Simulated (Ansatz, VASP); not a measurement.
# Cross-check of BaZnPF between VASP and Ansatz

One calculation is typed for both programs; each brings its own data sets and cutoff. How far apart do they land?

Method: plane waves, with VASP 6.6.1 beside it; electric field gradients at LDA, electric field gradients at PBEsol and electric field gradients at r2SCAN, in Ansatz 0.2.0.

**1. Set-up**

It takes space group P4/nmm (No. 129, tetragonal). The conventional cell has a = 4.156 Å, b = 4.156 Å, c = 9.457 Å, α = 90.00°, β = 90.00°, γ = 90.00°. Nearest to Ba lie 4 F at 2.62 Å and 4 P at 3.41 Å. Nearest to Zn lie 4 P at 2.51 Å. Nearest to P lie 4 Zn at 2.51 Å and 4 Ba at 3.41 Å. Nearest to F lie 4 Ba at 2.62 Å. Farther neighbours and most contacts between anions are not listed.

**2. Ansatz: electric field gradients, LDA**

Ansatz runs on its default PAW (the set named soft_2) files.

Field gradients test the density near the nuclei, where the PAW reconstruction matters most.

input.yaml reads:

```yaml
crystal:
  lattice:
    - [4.15634, 0.0, 0.0]
    - [0.0, 4.15634, 0.0]
    - [0.0, 0.0, 9.45743]
  atoms:
    - { symbol: Ba, position: [0.5, 0.0, 0.33177] }
    - { symbol: Ba, position: [0.0, 0.5, 0.66823] }
    - { symbol: Zn, position: [0.5, 0.5, 0.0] }
    - { symbol: Zn, position: [0.0, 0.0, 0.0] }
    - { symbol: P, position: [0.0, 0.5, 0.1491] }
    - { symbol: P, position: [0.5, 0.0, 0.8509] }
    - { symbol: F, position: [0.5, 0.5, 0.5] }
    - { symbol: F, position: [0.0, 0.0, 0.5] }
hamiltonian:
  xc: lda
  pseudopotentials: { kind: paw }
kpoints:
  mp_grid: { grid: [8, 8, 4] }
scf:
  occupations: { method: fermi_dirac, width: 0.05 }
  n_extra_bands: 6
output:
  forces: true
  stress: true
  eigenvalues: true
  efg: {}
```

The run is started by

```sh
$ ansatz run input.yaml --threads 4 --pin off --max-ram 9216MiB --backend cpu --events-out ev --progress --plain --runs-dir out
```

Numbers of over 12 decimals in the logs are rounded to 6 here.

What it wrote:

```text
scf.n_extra_bands = 6 over 34 filled bands (N_el = 68.0): the run solves 40 bands
Ba: output.efg is read without spin–orbit coupling, which moves field gradients at and beside such atoms by some per cent and up to a factor of two; PAW files take it under magnetization.noncollinear and magnetization.spin_orbit
Engine: ansatz 0.2.0, aarch64-unknown-linux-gnu
Pseudopotentials: kind: paw
Pseudopotential: Ba, paw, valence charge 10, recommended cutoff 420 eV (normal), Ba.paw.azcp
Pseudopotential: Zn, paw, valence charge 12, recommended cutoff 420 eV (normal), Zn.paw.azcp
Pseudopotential: P, paw, valence charge 5, recommended cutoff 420 eV (normal), P.paw.azcp
Pseudopotential: F, paw, valence charge 7, recommended cutoff 420 eV (normal), F.paw.azcp
Functional definition: SPW92
  exchange = slater_x
  correlation = pw_c
Crystal: 8 atoms, lattice volume = 163.379 Å³
Basis set: ecut = 420 eV, 3159 PW (Γ)
Bands: 40, of which v1, the nominal top of the filled ones, is band 34 counted from 1 (33 counted from 0)
Symmetry: 16 space group operations
Space group: P4/nmm (ITA 129), of the structure as read, at distance tolerance 5.5e-5 Å
k-points: 45 of 256
Non-local potential: Ba, projectors of the file, l = 0: 3, l = 1: 2, l = 2: 2, l = 3: 2
Non-local potential: Zn, projectors of the file, l = 0: 2, l = 1: 2, l = 2: 3, l = 3: 1
Non-local potential: P, projectors of the file, l = 0: 2, l = 1: 2, l = 2: 2
Non-local potential: F, projectors of the file, l = 0: 2, l = 1: 2, l = 2: 1
PAW form: soft (Blöchl's): semilocal exchange-correlation on the pseudo side does not see the compensation charge
PAW frozen core: Ba, regenerated for the run's functional, and the local potential with it (the file was generated under x = pbe(κ = 0.804, μ = 0.219515), c = pbe(β = 0.066725))
PAW frozen core: Zn, regenerated for the run's functional, and the local potential with it (the file was generated under x = pbe(κ = 0.804, μ = 0.219515), c = pbe(β = 0.066725))
PAW frozen core: P, regenerated for the run's functional, and the local potential with it (the file was generated under x = pbe(κ = 0.804, μ = 0.219515), c = pbe(β = 0.066725))
PAW frozen core: F, regenerated for the run's functional, and the local potential with it (the file was generated under x = pbe(κ = 0.804, μ = 0.219515), c = pbe(β = 0.066725))
PAW one-centre angular grid: Ba, 194 points (default); XC on 64 Gauss nodes
PAW one-centre angular grid: Zn, 590 points (default); XC on 64 Gauss nodes
PAW one-centre angular grid: P, 110 points (default); XC on 64 Gauss nodes
PAW one-centre angular grid: F, 110 points (default); XC on 64 Gauss nodes
Initial density: superposition of atomic densities (neutral atoms: chi_scale 0, normalization atom), corrected by the library's trained network
Initial wavefunctions: pseudopotential atomic-orbital guess
Functional: x = slater, c = lda
SCF iter   1: F=—  HF=-21100.994271 eV  |F-HF|=—  |Δ(HF+E_count)|=         —  Δρ=1.07e-2  dr2=1.57e-1  ethr=1.77e-3  ⟨swp⟩=10.6  Hψ=9816  notcnv=0
preconditioner: auto → Resta (q_TF=auto, 2.357 Å⁻¹)  ε∞=5.4  [insulator: Δε(μ)=0.172 eV  Ē_g=11.097 eV  σ=0.050 eV  W_gap=0.60  n_scr=38 (ndim 8)  ℏωp=23.2 eV  f_vac=0.011  D(μ)=0.19/eV (n_scr^D=0)  ε∞_Penn≈5.4]
SCF iter   2: F=—  HF=-21100.953513 eV  |F-HF|=—  |Δ(HF+E_count)|=   4.08e-2  Δρ=3.70e-3  dr2=1.68e-2  ethr=2.31e-4  ⟨swp⟩=2.4  Hψ=3827  notcnv=0  defer=69
SCF iter   3: F=—  HF=-21100.950106 eV  |F-HF|=—  |Δ(HF+E_count)|=   3.41e-3  Δρ=1.69e-3  dr2=4.48e-3  ethr=2.47e-5  ⟨swp⟩=2.0  Hψ=2293  notcnv=0  defer=69
SCF iter   4: F=—  HF=-21100.949197 eV  |F-HF|=—  |Δ(HF+E_count)|=   9.09e-4  Δρ=3.31e-4  dr2=1.87e-4  ethr=6.59e-6  ⟨swp⟩=2.4  Hψ=2628  notcnv=0  defer=69
SCF iter   5: F=—  HF=-21100.949232 eV  |F-HF|=—  |Δ(HF+E_count)|=   3.52e-5  Δρ=3.15e-4  dr2=1.18e-4  ethr=2.75e-7  ⟨swp⟩=2.0  Hψ=2796  notcnv=0  defer=69
SCF iter   6: F=—  HF=-21100.949176 eV  |F-HF|=—  |Δ(HF+E_count)|=   5.56e-5  Δρ=6.32e-5  dr2=6.91e-6  ethr=1.73e-7  ⟨swp⟩=2.0  Hψ=2728  notcnv=0  defer=69
SCF iter   7: F=—  HF=-21100.949172 eV  |F-HF|=—  |Δ(HF+E_count)|=   4.18e-6  Δρ=1.39e-5  dr2=4.73e-7  ethr=1.02e-8  ⟨swp⟩=2.0  Hψ=2894  notcnv=0  defer=68
SCF iter   8: F=-21100.949172 eV  HF=-21100.949172 eV  |F-HF|=2.12e-8  |Δ(HF+E_count)|=   9.21e-8  Δρ=4.12e-6  dr2=4.38e-8  ethr=1.47e-10  ⟨swp⟩=11.5  Hψ=9045  notcnv=0
SCF 1 converged in 8 iterations: F = -21100.949172 eV  dr2 = 4.38e-8
  greatest PAW one-centre occupation: 0.984 electrons in one spin orbital (limit 2), on the Zn atom at site 3 (counted from 0), in its partial waves of l = 2
SCF converged after 8 iterations
Free energy (F): -21100.949172 eV
Harris-Foulkes:  -21100.949172 eV  (|F-HF|=2.12e-8)
Internal energy: -21100.948173 eV  (E = F + TS)
E sigma→0 (E₀):  -21100.948673 eV
Entropy (-TS):   -0.000999 eV (-0.125 meV/atom)
Fermi energy:    8.381350 eV
--- Per-component energies (eV) ---
  E_band       = -61.520145
  E_kinetic    = 1151.908902
  E_local      = -5958.666326  (includes V_loc(G=0)·N_el)
  E_nonlocal   = 1572.706161
  E_hartree    = 2449.433275
  E_xc         = -885.515049
  E_vxc        = -705.492236  (∫ρ·V_xc dr)
  E_paw        = -15080.902131  (= ΣΔE_a)
  E_vpaw       = -1020.844697  (= ΣTr[D̂ρ^β])
  E_aug_tail   = 0.003271  (compensation charges beyond the density's cutoff)
  E_ewald      = -4354.056797
  E_core_change = 4.140520  (= ΣΔE_core)
  E_smearing   = -0.000999  (= −TS)
  E_closure    = -0.000000  (closes the sum)
  Σ components = -21100.949172   (vs F -21100.949172, Δ=0.00e0)
--- Forces (eV/Å), atoms counted from 1 ---
  atom   1  Ba    -0.00000000     0.00000000     0.21364405
  atom   2  Ba    -0.00000000     0.00000000    -0.21364405
  atom   3  Zn     0.00000000     0.00000000    -0.00000000
  atom   4  Zn     0.00000000     0.00000000    -0.00000000
  atom   5  P      0.00000000     0.00000000    -0.24841269
  atom   6  P      0.00000000     0.00000000     0.24841269
  atom   7  F      0.00000000     0.00000000     0.00000000
  atom   8  F      0.00000000     0.00000000    -0.00000000
  max |Σ_I F_I| component: 1.39e-17 eV/Å
--- Stress (GPa, compression-positive) ---
       -4.936598       0.000000       0.000000
        0.000000      -4.936598       0.000000
        0.000000       0.000000      -4.552314
  P = ⅓ Tr σ = -4.8085 GPa (-48.085 kbar)
--- PAW observables at the nuclei: V_zz in 10²¹ V/m², potentials from the cell's mean, atoms counted from 1 ---
  atom   1  Ba V_zz =    -0.674531   η = 0.0000   by run symmetry: allowed
            electrostatic potential = -9623.819014 V   contact ρ = none
  atom   2  Ba V_zz =    -0.674531   η = 0.0000   by run symmetry: allowed
            electrostatic potential = -9623.819014 V   contact ρ = none
  atom   3  Zn V_zz =    -0.173188   η = 0.0000   by run symmetry: allowed
            electrostatic potential = -3943.845961 V   contact ρ = none
  atom   4  Zn V_zz =    -0.173188   η = 0.0000   by run symmetry: allowed
            electrostatic potential = -3943.845961 V   contact ρ = none
  atom   5  P  V_zz =    -1.442538   η = 0.0000   by run symmetry: allowed
            electrostatic potential = -1497.106010 V   contact ρ = none
  atom   6  P  V_zz =    -1.442538   η = 0.0000   by run symmetry: allowed
            electrostatic potential = -1497.106010 V   contact ρ = none
  atom   7  F  V_zz =    +1.149569   η = 0.0000   by run symmetry: allowed
            electrostatic potential = -740.136365 V   contact ρ = none
  atom   8  F  V_zz =    +1.149569   η = 0.0000   by run symmetry: allowed
            electrostatic potential = -740.136365 V   contact ρ = none
--- Band table (eV; the first three rows and the last of 45) ---
  k-point 0: bands = [... 30 lower, 5.9942, 7.6265, 8.1957, 8.1957, 8.4677, 9.7205, 10.3859, 10.3895, ... 2 higher]
  k-point 1: bands = [... 30 lower, 5.9932, 7.4826, 8.1926, 8.1926, 8.5170, 9.7755, 10.1253, 10.6923, ... 2 higher]
  k-point 2: bands = [... 30 lower, 5.9922, 7.3431, 8.1896, 8.1896, 8.5741, 9.8628, 9.9159, 11.0152, ... 2 higher]
  k-point 44: bands = [... 30 lower, 5.7852, 5.7852, 5.7899, 5.7899, 10.7884, 10.7884, 11.3777, 11.3777, ... 2 higher]
```

The job ended after 12 s (4 threads of Arm Neoverse N1, shared host; peak memory 0.65 GiB).

Reading the cycles: dr2 is the Hartree energy of the density residual (eV), the measure of convergence; HF is the Harris–Foulkes estimate of the energy, which meets the free energy F at convergence.

The run ends at a pressure of -4.81 GPa, with forces up to 0.25 eV/Å.

(Continued in part 2 of 3.)

[Lines on the potential files, build, host, timing and source positions are cut from VASP's logs without a mark.]

[Logs are printed without paths, hosts, clocks, repeated set-up lines and the standing remarks that a program may print on its own settings, such as how far it seeks lower states.]

[Hosts, paths, dates, database ids (printed as entryN), source tags and the programs' standing remarks are cut or masked in the printed files.]
